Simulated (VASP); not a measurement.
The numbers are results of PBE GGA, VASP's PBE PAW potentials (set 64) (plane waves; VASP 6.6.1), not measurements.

VASP input:

INCAR:
```
SYSTEM = Ni3Fe
PREC = Accurate; ENCUT = 250; LREAL = .False.
LASPH = .True.
EDIFF = 1E-6; NELM = 100; ALGO = Normal
LMAXMIX = 4
ISMEAR = 1; SIGMA = 0.1
GGA = PE
MAGMOM = 3.0 3*0.7
ISPIN = 2
ISIF = 2
LWAVE = .False.; LCHARG = .False.; LORBIT = 10
```

**KPOINTS**
```
Automatic
0
G
  8 8 8
0 0 0
```

POSCAR:
```
Ni3Fe
7.2303440
  0.4911923969   0.0000000000   0.0000000000
  0.0000000000   0.4857609818   0.0000000000
  0.0000000000   0.0000000000   0.5000000000
Fe Ni
1 3
Cart
  0.0000000000   0.0000000000   0.0000000000
  0.0000000000   0.2428804909   0.2500000000
  0.2455961985   0.0000000000   0.2500000000
  0.2536581393   0.2428804909   0.0000000000
```

POTCAR, in this order: Fe Ni (PBE.64 set). Program: vasp_std.

The run wrote:

**OUTCAR**
```
 ion  position               nearest neighbor table
   1  0.000  0.000  0.000-   4 2.46   4 2.46   2 2.52   2 2.52   2 2.52   2 2.52   3 2.53   3 2.53
                             3 2.53   3 2.53   4 2.54   4 2.54
   2  0.000  0.500  0.500-   4 2.49   4 2.49   3 2.50   3 2.50   3 2.50   3 2.50   1 2.52   1 2.52
                             1 2.52   1 2.52   4 2.58   4 2.58
   3  0.500  0.000  0.500-   2 2.50   2 2.50   2 2.50   2 2.50   4 2.52   4 2.52   4 2.52   4 2.52
                             1 2.53   1 2.53   1 2.53   1 2.53
   4  0.516  0.500  0.000-   1 2.46   1 2.46   2 2.49   2 2.49   3 2.52   3 2.52   3 2.52   3 2.52
                             1 2.54   1 2.54   2 2.58   2 2.58
  LATTYP: Found a simple orthorhombic cell.
 ALAT       =     3.5122190000
 B/A-ratio  =     1.0111812504
 C/A-ratio  =     1.0293128077
 Subroutine PRICEL returns:
 Original cell was already a primitive cell.
 Subroutine GETGRP returns: Found  4 space group operations
The static configuration has the point symmetry C_2v.
The dynamic configuration has the point symmetry C_2v.
The overall configuration has the point symmetry C_2v.
 Subroutine INISYM returns: Found  4 space group operations
 Subroutine IBZKPT returns following result:
 Found    125 irreducible k-points:

 Following reciprocal coordinates:
            Coordinates               Weight
  0.000000  0.000000  0.000000      1.000000
  0.125000  0.000000  0.000000      2.000000
  0.250000  0.000000  0.000000      2.000000
  0.375000  0.000000  0.000000      2.000000
  0.500000  0.000000  0.000000      1.000000
  0.000000  0.125000  0.000000      2.000000
  0.125000  0.125000  0.000000      4.000000
  0.250000  0.125000  0.000000      4.000000
  0.375000  0.125000  0.000000      4.000000
  0.500000  0.125000  0.000000      2.000000
  0.000000  0.250000  0.000000      2.000000
  0.125000  0.250000  0.000000      4.000000
  0.250000  0.250000  0.000000      4.000000
  0.375000  0.250000  0.000000      4.000000
  0.500000  0.250000  0.000000      2.000000
  0.000000  0.375000  0.000000      2.000000
  0.125000  0.375000  0.000000      4.000000
  0.250000  0.375000  0.000000      4.000000
  0.375000  0.375000  0.000000      4.000000
  0.500000  0.375000  0.000000      2.000000
  0.000000  0.500000  0.000000      1.000000
  0.125000  0.500000  0.000000      2.000000
  0.250000  0.500000  0.000000      2.000000
  0.375000  0.500000  0.000000      2.000000
  0.500000  0.500000  0.000000      1.000000
  0.000000  0.000000  0.125000      2.000000
  0.125000  0.000000  0.125000      4.000000
  0.250000  0.000000  0.125000      4.000000
  0.375000  0.000000  0.125000      4.000000
  0.500000  0.000000  0.125000      2.000000
  0.000000  0.125000  0.125000      4.000000
  0.125000  0.125000  0.125000      8.000000
  0.250000  0.125000  0.125000      8.000000
  0.375000  0.125000  0.125000      8.000000
  0.500000  0.125000  0.125000      4.000000
  0.000000  0.250000  0.125000      4.000000
  0.125000  0.250000  0.125000      8.000000
  0.250000  0.250000  0.125000      8.000000
  0.375000  0.250000  0.125000      8.000000
  0.500000  0.250000  0.125000      4.000000
   k-points           NKPTS =    125   k-points in BZ     NKDIM =    125   number of bands    NBANDS=     26
   number of dos      NEDOS =    301   number of ions     NIONS =      4
   total plane-waves  NPLWV =   6480
   dimension x,y,z NGX =    18 NGY =   18 NGZ =   20
   dimension x,y,z NGXF=    36 NGYF=   36 NGZF=   40
   ions per type =               1   3
   PREC   = accura    normal or accurate (medium, high low for compatibility)
   ISTART =      0    job   : 0-new  1-cont  2-samecut
   ICHARG =      2    charge: 1-file 2-atom 10-const
   ISPIN  =      2    spin polarized calculation?
...
```

OSZICAR:
```
       N       E                     dE             d eps       ncg     rms          rms(c)
DAV:   1     0.154466194100E+03    0.15447E+03   -0.10907E+04 13560   0.110E+03
DAV:   2    -0.224474811114E+02   -0.17691E+03   -0.16876E+03 13040   0.263E+02
DAV:   3    -0.291076882625E+02   -0.66602E+01   -0.64228E+01 13622   0.674E+01
DAV:   4    -0.291671529265E+02   -0.59465E-01   -0.59372E-01 14040   0.607E+00
DAV:   5    -0.291684080726E+02   -0.12551E-02   -0.12550E-02 13892   0.808E-01    0.202E+01
DAV:   6    -0.263379763810E+02    0.28304E+01   -0.37920E+01 13524   0.830E+01    0.204E+01
DAV:   7    -0.298307556954E+02   -0.34928E+01   -0.25477E+01 15128   0.104E+02    0.269E+01
DAV:   8    -0.247082350855E+02    0.51225E+01   -0.16268E+01 15202   0.462E+01    0.651E+00
DAV:   9    -0.249315037827E+02   -0.22327E+00   -0.92900E-01 15824   0.191E+01    0.522E+00
DAV:  10    -0.248806928659E+02    0.50811E-01   -0.40417E-01 14530   0.177E+01    0.309E+00
DAV:  11    -0.248452302782E+02    0.35463E-01   -0.16024E-01 17202   0.996E+00    0.166E+00
DAV:  12    -0.248463019044E+02   -0.10716E-02   -0.60979E-02 16046   0.583E+00    0.157E+00
DAV:  13    -0.248462328587E+02    0.69046E-04   -0.17754E-02 15052   0.334E+00    0.113E+00
DAV:  14    -0.248476609098E+02   -0.14281E-02   -0.65504E-03 15034   0.193E+00    0.263E-01
DAV:  15    -0.248477689771E+02   -0.10807E-03   -0.17165E-03 16990   0.502E-01    0.804E-02
DAV:  16    -0.248478372285E+02   -0.68251E-04   -0.23651E-04 15526   0.173E-01    0.940E-02
DAV:  17    -0.248478216604E+02    0.15568E-04   -0.50929E-05 16714   0.155E-01    0.227E-02
DAV:  18    -0.248478217451E+02   -0.84791E-07   -0.12505E-05 13852   0.627E-02    0.331E-02
DAV:  19    -0.248478200155E+02    0.17297E-05   -0.45370E-06 10904   0.556E-02    0.584E-03
DAV:  20    -0.248478196534E+02    0.36207E-06   -0.12652E-06  7376   0.152E-02
   1 F= -.24847820E+02 E0= -.24847511E+02  d E =-.924645E-03  mag=     4.8288
```

### OUTCAR
```
------------------------ aborting loop because EDIFF is reached ----------------------------------------
  FORCE on cell =-STRESS in cart. coord.  units (eV):
  Direction    XX          YY          ZZ          XY          YZ          ZX
  --------------------------------------------------------------------------------------
  Total       -4.2039568     -3.9637694     -4.8156580      0.0000000      0.0000000      0.0000000
  in kB     -149.3645992   -140.8308534   -171.0980553      0.0000000      0.0000000      0.0000000
  external PRESSURE =    -153.7645027 kB  Pullay stress =       0.0000000 kB
  volume of cell :       45.09
      direct lattice vectors                 reciprocal lattice vectors
     3.551490000  0.000000000  0.000000000     0.281571960  0.000000000  0.000000000
     0.000000000  3.512219000  0.000000000     0.000000000  0.284720287  0.000000000
     0.000000000  0.000000000  3.615172000     0.000000000  0.000000000  0.276612012
 POSITION                                       TOTAL-FORCE (eV/Angst)
 -----------------------------------------------------------------------------------
      0.00000      0.00000      0.00000         0.197704      0.000000      0.000000
      0.00000      1.75611      1.80759         0.200968      0.000000      0.000000
      1.77574      0.00000      1.80759         0.022903      0.000000      0.000000
      1.83404      1.75611      0.00000        -0.421575      0.000000      0.000000
 -----------------------------------------------------------------------------------
    total drift:                               -0.001452      0.000000     -0.000033
  FREE ENERGIE OF THE ION-ELECTRON SYSTEM (eV)
  ---------------------------------------------------
  free  energy   TOTEN  =       -24.8478196534 eV

  energy  without entropy=      -24.8468950082  energy(sigma->0) =      -24.84751144

 total charge

# of ion       s       p       d       tot
------------------------------------------
    1        0.469   0.490   6.128   7.087
    2        0.497   0.494   8.342   9.334
    3        0.496   0.492   8.343   9.331
    4        0.499   0.496   8.342   9.336
--------------------------------------------------
tot          1.961   1.972  31.155  35.088

 magnetization (x)

# of ion       s       p       d       tot
------------------------------------------
    1        0.012  -0.001   2.928   2.939
    2       -0.015  -0.044   0.705   0.646
    3       -0.015  -0.044   0.697   0.638
    4       -0.015  -0.043   0.719   0.660
--------------------------------------------------
tot         -0.033  -0.132   5.049   4.883
```
(Selected blocks of OUTCAR.)

At this cut-off the stress carries a Pulay error, which pulls relaxed volumes low.

The compound is Ni3Fe in the L1_2 structure. The cell was not relaxed at this level, atoms are displaced from their ideal sites. The run is one of a series of settings (ENCUT = 250 against the base run), some of them coarse on purpose.
